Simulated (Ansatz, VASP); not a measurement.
# V (linear V chain) in two plane-wave programs, part 2 of 2

One calculation is typed for both programs; each brings its own data sets. How far apart do they land? The structure shown is the end of the Ansatz relaxation below.

VASP 6.6.1 and Ansatz 0.2.0.

So far: Set-up; Ansatz: relaxation, PBE; VASP: single point, PBE; Side by side; Ansatz: relaxation, RPBE.

### Step 6. VASP: single point, RPBE

Level of this step: RPBE, spin-polarised from a ferromagnetic start (one magnetic atom a cell); plane waves and PAW (V_sv) (VASP).

The same cell, functional, mesh and smearing now go to VASP, with its own data sets.

Contents of INCAR:

```
SYSTEM = V
PREC = Accurate
ENCUT = 500
EDIFF = 1E-06
NELM = 200
ISMEAR = -1
SIGMA = 0.05
LREAL = .FALSE.
ALGO = Normal
GGA = RP
NBANDS = 15
ISPIN = 2
MAGMOM = 3
LASPH = .TRUE.
LMAXMIX = 4
LORBIT = 11
LWAVE = .FALSE.
LCHARG = .FALSE.
ISIF = 2
GGA_COMPAT = .FALSE.
KPAR = 2
```

Contents of POSCAR:

```
V
1.0
    7.5000000000      0.0000000000      0.0000000000
    0.0000000000      7.5000000000      0.0000000000
    0.0000000000      0.0000000000      2.6654703563
V
1
Direct
    0.5000000000      0.5000000000      0.0000000000
```

Contents of KPOINTS:

```
Automatic mesh
0
Gamma
1 1 29
0 0 0
```

Potentials, in the order of the species: V_sv (PBE family, release 64).

On the command line:

```bash
mpirun -np 2 vasp_std
```

Numbers of over 12 decimals in the logs are rounded to 6 here.

Log:

```text
[banner, memory and clock lines left out]
running    2 mpi-ranks, on    1 nodes
[...]
|                                                                             |
|               ----> ADVICE to this user running VASP <----                  |
|                                                                             |
|     You enforced a specific xc type in the INCAR file but a different       |
|     [... a line on the potential file left out ...]
|     I HOPE YOU KNOW WHAT YOU ARE DOING!                                     |
|                                                                             |

 LDA part: xc-table for (Slater+PW92), standard interpolation
 POSCAR, INCAR and KPOINTS ok, starting setup
[...]
entering main loop
       N       E                     dE             d eps       ncg     rms          rms(c)
DAV:   1     0.647936049102E+02    0.64794E+02   -0.74244E+03  1172   0.616E+02
DAV:   2    -0.310812614853E+01   -0.67902E+02   -0.63446E+02   949   0.180E+02
DAV:   3    -0.455454378105E+01   -0.14464E+01   -0.13403E+01  1096   0.284E+01
DAV:   4    -0.457147093097E+01   -0.16927E-01   -0.16906E-01   984   0.308E+00
[...]
DAV:  22    -0.495993319109E+01    0.15811E-04   -0.12102E-04   914   0.448E-02    0.445E-04
DAV:  23    -0.495992694105E+01    0.62500E-05   -0.28407E-05   884   0.218E-02    0.259E-04
DAV:  24    -0.495992646911E+01    0.47195E-06   -0.61424E-06   882   0.106E-02
   1 F= -.49599265E+01 E0= -.49431165E+01  d E =-.336200E-01  mag=     4.0808
```

From OUTCAR (step 6):

```text
  Total       -0.2160094     -0.2160094     -0.0312621      0.0000000      0.0000000      0.0000000
  in kB       -2.3082718     -2.3082718     -0.3340659      0.0000000      0.0000000      0.0000000
  external PRESSURE =      -1.6502032 kB  Pullay stress =       0.0000000 kB

  FREE ENERGIE OF THE ION-ELECTRON SYSTEM (eV)
  ---------------------------------------------------
  free  energy   TOTEN  =        -4.9599264691 eV

  energy  without entropy=       -4.9263065126  energy(sigma->0) =       -4.94311649

 magnetization (x)
# of ion       s       p       d       tot
------------------------------------------
    1        0.081   0.044   2.998   3.123

[... 2 parts as in an earlier step ...]

[... 2 further parts left out ...]
[key lines of the parts left out:]
E-fermi :  -2.1876
```

### Step 7. Comparison

What differs besides the data sets and the points named for the pairs above, as far as they apply: Ansatz makes its cores anew for this functional, VASP keeps those of its PBE data sets. Total energies have different zeros and are not compared.

Compared:

```csv
quantity,Ansatz,VASP,difference
pressure (GPa),-0.14,-0.17,+0.03
total moment (μB),4.08,4.08,0.00
moment on V1 (μB),3.00,3.12,-0.12
```

### Step 8. Ansatz: relaxation, LDA

This run makes the geometry at which the two programs are then compared. The cell compared in this pair holds 142.76 Å³, against 149.93 Å³ for the pair before.

The structure compared here is the end of the Ansatz relaxation.

Contents of input.yaml:

```yaml
crystal:
  lattice:
    - [7.5, 0.0, 0.0]
    - [0.0, 7.5, 0.0]
    - [0.0, 0.0, 2.8458]
  atoms:
    - { symbol: V, position: [0.5, 0.5, 0.0], spin: 3.0 }
magnetization:
  spin_polarized: true
kpoints:
  mp_grid: { grid: [1, 1, 29] }
scf:
  occupations: { method: fermi_dirac, width: 0.05 }
hamiltonian:
  xc: lda
relax:
  cell: { fix: [a, b, alpha, beta, gamma] }
  max_steps: 60
```

On the command line:

```bash
ansatz run input.yaml --threads 4 --pin off --max-ram 8192MiB --backend cpu --events-out ev --progress --plain --runs-dir out
```

Log:

```text
[...]
Crystal: 1 atoms, lattice volume = 160.076 Å³
Basis set: ecut = 420 eV, 3145 PW (Γ)
Bands: 12, of which v1, the nominal top of the filled ones, is band 7 counted from 1 (6 counted from 0)
Symmetry: 16 space group operations
[...]
k-points: 15 of 29
[...]
Starting moments: Σ|m| = 3 μB on 1 of 1 site
[...]
-0.235414       0.000000       0.000000
        0.000000      -0.235414       0.000000
        0.000000       0.000000       0.016616
  P = ⅓ Tr σ = -0.1514 GPa (-1.514 kbar)
--- Relaxed structure (5 steps of the walk, 5 accepted, 1 SCFs on fresh bases) ---
[...]
cell:  # Å, volume = 142.7620 Å³
    - [7.5, 0.0, 0.0]
    - [0.0, 7.5, 0.0]
    - [0.0, 0.0, 2.537991]
  atoms:
    - { symbol: V, position: [0.5, 0.5, 0.0] }
[key lines of the parts left out:]
SCF converged after 7 iterations
Magnetization: 4.0393 μB (8.5196 up, 4.4804 down)
Free energy (F): -2855.626845 eV
Fermi energy:    -1.779012 eV
```

### Step 9. VASP: single point, LDA

The same cell, functional (in two slightly different forms), mesh and smearing now go to VASP, with its own data sets.

Changes to INCAR since step 6:

```diff
@@ -9,6 +9,6 @@
 ALGO = Normal
-GGA = RP
+GGA = CA
 NBANDS = 15
 ISPIN = 2
-MAGMOM = 3
+MAGMOM = 2.9
 LASPH = .TRUE.
```

Changes to POSCAR since step 6:

```diff
@@ -4,3 +4,3 @@
     0.0000000000      7.5000000000      0.0000000000
-    0.0000000000      0.0000000000      2.6654703563
+    0.0000000000      0.0000000000      2.5379906964
 V
```

KPOINTS is that of step 6.

The projector-augmented-wave data sets are V_sv (LDA family, release 64).

On the command line:

```bash
mpirun -np 2 vasp_std
```

Log:

```text
[banner, memory and clock lines left out]
running    2 mpi-ranks, on    1 nodes
[...]
LDA part: xc-table for (Slater(with rela. corr.)+CA(PZ))
 , standard interpolation
 POSCAR, INCAR and KPOINTS ok, starting setup
[...]
entering main loop
       N       E                     dE             d eps       ncg     rms          rms(c)
DAV:   1     0.691179822717E+02    0.69118E+02   -0.72916E+03  1172   0.602E+02
DAV:   2    -0.340556830401E+01   -0.72524E+02   -0.68017E+02   949   0.182E+02
DAV:   3    -0.491339511011E+01   -0.15078E+01   -0.13782E+01  1077   0.294E+01
DAV:   4    -0.492793546464E+01   -0.14540E-01   -0.14513E-01  1019   0.298E+00
[...]
DAV:  17    -0.503195348716E+01   -0.14849E-04   -0.32503E-06   867   0.491E-03    0.823E-03
DAV:  18    -0.503195771858E+01   -0.42314E-05   -0.11776E-06   867   0.651E-03    0.179E-03
DAV:  19    -0.503195857056E+01   -0.85198E-06   -0.17890E-07   737   0.286E-03
   1 F= -.50319586E+01 E0= -.50178207E+01  d E =-.282758E-01  mag=     3.9928
```

OUTCAR, selected parts (step 9):

```text
  Total       -0.2259210     -0.2259210      0.0886736      0.0000000      0.0000000      0.0000000
  in kB       -2.5354477     -2.5354477      0.9951588      0.0000000      0.0000000      0.0000000
  external PRESSURE =      -1.3585789 kB  Pullay stress =       0.0000000 kB

  FREE ENERGIE OF THE ION-ELECTRON SYSTEM (eV)
  ---------------------------------------------------
  free  energy   TOTEN  =        -5.0319585706 eV

  energy  without entropy=       -5.0036827884  energy(sigma->0) =       -5.01782068

 magnetization (x)
# of ion       s       p       d       tot
------------------------------------------
    1        0.069   0.042   2.982   3.093

[... 2 parts as in an earlier step ...]

[... 2 further parts left out ...]
[key lines of the parts left out:]
E-fermi :  -2.4081
```

### Step 10. Comparison

What differs besides the data sets and the points named for the pairs above, as far as they apply: the two LDA forms differ slightly; VASP's log shows a relativistic correction to its local exchange, Ansatz's none. Total energies have different zeros and are not compared.

Both answers:

```csv
quantity,Ansatz,VASP,difference
pressure (GPa),-0.15,-0.14,-0.02
total moment (μB),4.04,3.99,+0.05
moment on V1 (μB),2.90,3.09,-0.20
```

### Step 11. Summary of results

```
difference in total moment (single point, PBE)  : -0.0022 μB
difference in total moment (single point, RPBE) : -0.0045 μB
difference in total moment (single point, LDA)  : 0.046 μB
```

What this shows: The difference in total moment is -0.0022 μB (single point, PBE). 1 further run of this series is not shown here. Such differences can come from data sets, numerical settings and the points named under the comparisons, not from the functional's error against experiment.

[Lines on the potential files, build, host, timing and source positions are cut from VASP's logs without a mark.]

[Logs are printed without paths, hosts, clocks, repeated set-up lines and the standing remarks that a program may print on its own settings, such as how far it seeks lower states.]

[Hosts, paths, dates, database ids (printed as entryN), source tags and the programs' standing remarks are cut or masked in the printed files.]
